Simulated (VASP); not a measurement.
# Zr16Br: core-level shifts, part 2 of 5

Which atoms of Zr16Br bind their core electrons more tightly, and does the hole change the order?

VASP 6.6.1, plane waves and PAW; the level of theory is named at each step.

So far: Starting point; Relaxation.

**2. Relaxation (continued)**

Level of this step: PBEsol; plane waves and PAW (Br, Zr_sv) (VASP).

OUTCAR, selected parts (step 2):

```text
ion  position               nearest neighbor table
   1  0.334  0.333  0.694-   5 2.55   3 2.56   4 2.56
   2  0.000  0.000  0.623-   6 3.19   9 3.19   8 3.19   4 3.23   4 3.23   5 3.23   5 3.23   3 3.23
                             3 3.23
   3  0.500  0.000  0.623-   1 2.56   7 3.19   8 3.19   9 3.19   5 3.23   4 3.23   5 3.23   4 3.23
                             2 3.23   2 3.23
   4  0.000  0.500  0.623-   1 2.56   8 3.19   7 3.19   6 3.19   2 3.23   2 3.23   3 3.23   3 3.23
                             5 3.23   5 3.23
   5  0.500  0.500  0.623-   1 2.55   9 3.19   6 3.19   7 3.19   3 3.23   2 3.23   3 3.23   2 3.23
                             4 3.23   4 3.23
   6  0.833  0.333  0.517-  10 3.19  13 3.19  12 3.19   2 3.19   5 3.19   4 3.19   8 3.23   8 3.23
                             9 3.23   9 3.23   7 3.23   7 3.23
   7  0.333  0.333  0.517-  11 3.19  12 3.19  13 3.19   3 3.19   4 3.19   5 3.19   9 3.23   8 3.23
                             9 3.23   8 3.23   6 3.23   6 3.23
   8  0.833  0.833  0.517-  12 3.19  11 3.19  10 3.19   4 3.19   3 3.19   2 3.19   6 3.23   6 3.23
                             7 3.23   7 3.23   9 3.23   9 3.23
   9  0.333  0.833  0.517-  13 3.19  10 3.19  11 3.19   5 3.19   2 3.19   3 3.19   7 3.23   6 3.23
                             7 3.23   6 3.23   8 3.23   8 3.23
  10  0.000  0.000  0.412-   6 3.19   9 3.19   8 3.19  14 3.19  17 3.19  16 3.19  12 3.23  12 3.23
                            13 3.23  13 3.23  11 3.23  11 3.23
  11  0.500  0.000  0.412-   7 3.19   8 3.19   9 3.19  15 3.19  16 3.19  17 3.19  13 3.23  12 3.23
                            13 3.23  12 3.23  10 3.23  10 3.23
  12  0.000  0.500  0.412-   8 3.19   7 3.19   6 3.19  16 3.19  15 3.19  14 3.19  10 3.23  10 3.23
                            11 3.23  11 3.23  13 3.23  13 3.23
  13  0.500  0.500  0.412-   9 3.19   6 3.19   7 3.19  17 3.19  14 3.19  15 3.19  11 3.23  10 3.23
                            11 3.23  10 3.23  12 3.23  12 3.23
  14  0.833  0.333  0.306-  10 3.19  13 3.19  12 3.19  16 3.23  16 3.23  17 3.23  17 3.23  15 3.23
                            15 3.23
  15  0.333  0.333  0.306-  11 3.19  12 3.19  13 3.19  17 3.23  16 3.23  17 3.23  16 3.23  14 3.23
                            14 3.23
  16  0.833  0.833  0.306-  12 3.19  11 3.19  10 3.19  14 3.23  14 3.23  15 3.23  15 3.23  17 3.23
                            17 3.23
  17  0.333  0.833  0.306-  13 3.19  10 3.19  11 3.19  15 3.23  14 3.23  15 3.23  14 3.23  16 3.23
                            16 3.23

  LATTYP: Found a hexagonal cell.
 ALAT       =     6.4600000000
 C/A-ratio  =     3.7933436533

 Subroutine GETGRP returns: Found  1 space group operations
 (whereof  1 operations were pure point group operations)

The static configuration has the point symmetry C_1 .

 Found      5 irreducible k-points:

   k-points           NKPTS =      5   k-points in BZ     NKDIM =      5   number of bands    NBANDS=    123

   dimension x,y,z NGX =    30 NGY =   30 NGZ =  112
   dimension x,y,z NGXF=    60 NGYF=   60 NGZF=  224

   ENCUT  =  330.0 eV  24.25 Ry    4.92 a.u.   9.57  9.57 36.30*2*pi/ulx,y,z

   NELECT =     199.0000    total number of electrons

 k-points in reciprocal lattice and weights: Automatic mesh
   0.00000000  0.00000000  0.00000000       0.111
   0.33333333  0.00000000  0.00000000       0.222
   0.33333333  0.33333333  0.00000000       0.222
   0.00000000  0.33333333  0.00000000       0.222
  -0.33333333  0.33333333  0.00000000       0.222

 average (electrostatic) potential at core
       1 -65.5585       2 -81.8235       3 -81.8791       4 -81.8795       5 -81.8789
       6 -81.4552       7 -81.5095       8 -81.4555       9 -81.4550      10 -81.6142
      11 -81.5983      12 -81.5983      13 -81.5982      14 -82.0318      15 -82.0357
      16 -82.0318      17 -82.0318

 E-fermi :   1.6443

 k-point     1 :       0.0000    0.0000    0.0000
  band No.  band energies     occupation
    ...
     91       0.8244      2.00000
     92       0.8247      2.00000
     93       0.9177      2.00000
     94       1.4432      1.99555
     95       1.6594      0.83104
     96       1.7881      0.04200
     97       1.7882      0.04184
     98       2.0147      0.00000
     99       2.1925      0.00000
    100       2.1927      0.00000
    ...

 k-point     2 :       0.3333    0.0000    0.0000
  band No.  band energies     occupation
    ...
     97       1.4814      1.97881
     98       1.5602      1.76573
     99       1.6126      1.34581
    100       1.6844      0.57059
    101       1.6868      0.54791
    102       1.7674      0.08178
    103       1.8339      0.00732
    104       1.9000      0.00030
    105       1.9186      0.00010
    106       2.0433      0.00000
    ...

 k-point     3 :       0.3333    0.3333    0.0000
  band No.  band energies     occupation
    ...
     97       1.4813      1.97882
     98       1.5601      1.76610
     99       1.6126      1.34642
    100       1.6844      0.57103
    101       1.6866      0.55007
    102       1.7673      0.08205
    103       1.8341      0.00726
    104       1.9004      0.00029
    105       1.9184      0.00011
    106       2.0436      0.00000
    ...

  energy-cutoff  :      330.00
  volume of cell :      885.63
      direct lattice vectors                 reciprocal lattice vectors
     6.460000000  0.000000000  0.000000000     0.154798762 -0.089373107  0.000000000
     3.230000000  5.594524108  0.000000000     0.000000000  0.178746213  0.000000000
     0.000000000  0.000000000 24.505000000     0.000000000  0.000000000  0.040807998

 POSITION                                       TOTAL-FORCE (eV/Angst)
 -----------------------------------------------------------------------------------
      3.23135      1.86474     17.20078        -0.000795      0.000072     -0.008347
      3.23089      5.59451     14.87645        -0.001091      0.000150      0.043513
      6.46015      5.52684     15.17866         0.000834      0.002690     -0.016435
      8.01709      2.83077     15.17900         0.001287     -0.000289     -0.017266
      4.90405      2.83124     15.17849        -0.002848     -0.002131     -0.016090
      6.46019      1.90528     12.62154        -0.000127      0.017230     -0.009495
      3.23019      1.86483     12.85455        -0.000216      0.000112      0.002504
      8.04016      4.64188     12.62180        -0.014541     -0.008283     -0.009879
      4.87973      4.64218     12.62108         0.016416     -0.009598     -0.008004
      0.00000      0.00000     10.08500        -0.000431      0.000220     -1.135657
      3.23000      0.00000     10.08500         0.000511      0.083988     -0.429664
      1.61500      2.79726     10.08500         0.073302     -0.042103     -0.428875
      4.84500      2.79726     10.08500        -0.072620     -0.042193     -0.430160
      6.46000      1.86484      7.50000        -0.000171     -0.109670      0.607297
      3.23000      1.86484      7.50000         0.000352     -0.000008      0.642031
      8.07500      4.66210      7.50000         0.095064      0.055079      0.607346
      4.84500      4.66210      7.50000        -0.094924      0.054736      0.607181
 -----------------------------------------------------------------------------------
    total drift:                               -0.002060      0.000012     -0.003028

  FREE ENERGIE OF THE ION-ELECTRON SYSTEM (eV)
  ---------------------------------------------------
  free  energy   TOTEN  =      -141.9009869533 eV

  energy  without entropy=     -141.7302591523  energy(sigma->0) =     -141.81562305

 reached required accuracy - stopping structural energy minimisation

[... 2 further parts left out ...]
```

CONTCAR:

```
Zr16Br
   1.00000000000000
     6.4600000000000000    0.0000000000000000    0.0000000000000000
     3.2300000000000000    5.5945241083999999    0.0000000000000000
     0.0000000000000000    0.0000000000000000   24.5049999999999990
  Br              Zr
     1    16
Selective dynamics
Direct
     0.3335512231754143    0.3333144075421720    0.7019294588054300   T   T   T
     0.0001394874558282    0.9999967413336365    0.6070781394990904   T   T   T
     0.5060714136882218    0.9879024822284641    0.6194105406971974   T   T   T
     0.9880411109554267    0.5059891411556070    0.6194245279174365   T   T   T
     0.5061032121610419    0.5060738384309169    0.6194038640404619   T   T   T
     0.8297493576679082    0.3405612940173709    0.5150599265053307   T   T   T
     0.3333646817482860    0.3333307738027071    0.5245686259410985   T   T   T
     0.8297477948776235    0.8297176177075352    0.5150705790486818   T   T   T
     0.3404890651881332    0.8297728227685440    0.5150410271024469   T   T   T
     0.0000000000000000    0.0000000000000000    0.4115486640000015   F   F   F
     0.5000000000000000    0.0000000000000000    0.4115486640000015   F   F   F
     0.0000000000000000    0.5000000000000000    0.4115486640000015   F   F   F
     0.5000000000000000    0.5000000000000000    0.4115486640000015   F   F   F
     0.8333333329999988    0.3333333329999988    0.3060599880000012   F   F   F
     0.3333333329999988    0.3333333329999988    0.3060599880000012   F   F   F
     0.8333333329999988    0.8333333329999988    0.3060599880000012   F   F   F
     0.3333333329999988    0.8333333329999988    0.3060599880000012   F   F   F
```

This run has no spin polarisation. The PAW data sets were made with PBE, which is usual practice but a small mismatch for other functionals.

Relaxation path:

```csv
step,energy less that of the first step (eV),largest force (eV/Å)
1,0.0000,2.9441
2,-0.5214,0.8979
3,-0.5661,0.7875
4,-0.5675,0.7987
5,-0.6092,0.6614
6,-0.6430,0.7377
7,-0.6452,0.7239
8,-0.6721,0.8266
9,-0.7084,1.0909
10,-0.7209,1.1552
11,-0.7215,1.1439
12,-0.7238,1.1357
```

The atoms that moved most (Å):

```csv
atom,dx,dy,dz,length
Zr2,0.001,0.000,-0.379,0.379
Br1,-0.003,0.000,0.196,0.196
Zr7,0.000,0.000,0.185,0.185
Zr5,0.059,0.034,-0.077,0.102
Zr3,0.000,-0.068,-0.076,0.102
Zr4,-0.058,0.034,-0.076,0.101
Zr9,0.035,-0.020,-0.049,0.063
Zr6,0.000,0.040,-0.048,0.063
```

Final coordinates:

```xyz
17
Lattice="6.4600 0.0000 0.0000 3.2300 5.5945 0.0000 0.0000 0.0000 24.5050" Properties=species:S:1:pos:R:3
Br    3.2313    1.8647   17.2008
Zr    0.0009    0.0000   14.8764
Zr    3.2301   -0.0677   15.1787
Zr    1.5571    2.8308   15.1790
Zr    4.9040    2.8312   15.1785
Zr    6.4602    1.9053   12.6215
Zr    3.2302    1.8648   12.8546
Zr    8.0402    4.6419   12.6218
Zr    4.8797    4.6422   12.6211
Zr    0.0000    0.0000   10.0850
Zr    3.2300    0.0000   10.0850
Zr    1.6150    2.7973   10.0850
Zr    4.8450    2.7973   10.0850
Zr    6.4600    1.8648    7.5000
Zr    3.2300    1.8648    7.5000
Zr    8.0750    4.6621    7.5000
Zr    4.8450    4.6621    7.5000
```

This step gave:

| Item | Value |
| --- | --- |
| free energy (TOTEN) | -141.9010 eV |
| energy at zero smearing | -141.8156 eV |
| Fermi energy | 1.644 eV |

The forces on the free atoms are under 0.05 eV/Å, while the fixed ones keep up to 1.1 eV/Å.

(Part 2 of 5 ends here.)

[Lines on the potential files, build, host, timing and source positions are cut from VASP's logs without a mark.]

[Logs are printed without paths, hosts, clocks, repeated set-up lines and the standing remarks that a program may print on its own settings, such as how far it seeks lower states.]

[Hosts, paths, dates, database ids (printed as entryN), source tags and the programs' standing remarks are cut or masked in the printed files.]
